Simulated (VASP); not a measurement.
Data:

```yaml
crystal:
  lattice:
    - [0.00000, 2.78561, 2.78561]
    - [2.78561, 0.00000, 2.78561]
    - [2.78561, 2.78561, 0.00000]
  atoms:
    - { symbol: Ca, position: [0.00000, 0.00000, 0.00000] }
    - { symbol: S, position: [0.50000, 0.50000, 0.50000] }
```

Level of theory: LDA (Ceperley-Alder, Perdew-Zunger), VASP's LDA PAW potentials (set 64) (plane waves; VASP 6.6.1). Numerical set-up: 400 eV cut-off, Gaussian smearing of 0.050 eV, potentials Ca_sv S.

Q: Give the energies of bands 6 to 11 at the high-symmetry points, in eV from the valence-band maximum.

A: 
| band | Γ | X | U | L | W |
|---|---|---|---|---|---|
| 6 | 0.00 | -2.45 | -2.21 | -3.42 | -1.95 |
| 7 | 0.00 | -0.87 | -2.07 | -1.34 | -1.95 |
| 8 | 0.00 | -0.87 | -1.14 | -1.34 | -1.74 |
| 9 | 3.94 | 1.97 | 3.44 | 5.15 | 4.71 |
| 10 | 3.94 | 5.58 | 6.35 | 6.10 | 4.71 |
| 11 | 3.94 | 6.10 | 6.47 | 6.22 | 6.02 |

The gap is indirect, 1.97 eV, from the valence maximum at Γ to the conduction minimum at X.

Measured: gap 4.43 eV (computed value off by -2.46 eV), as given by David Waroquiers et al., Physical Review B (2013), arXiv:1302.6756.

The compound is CaS in the rock salt structure. It was relaxed first, which changed the volume by -6 %.
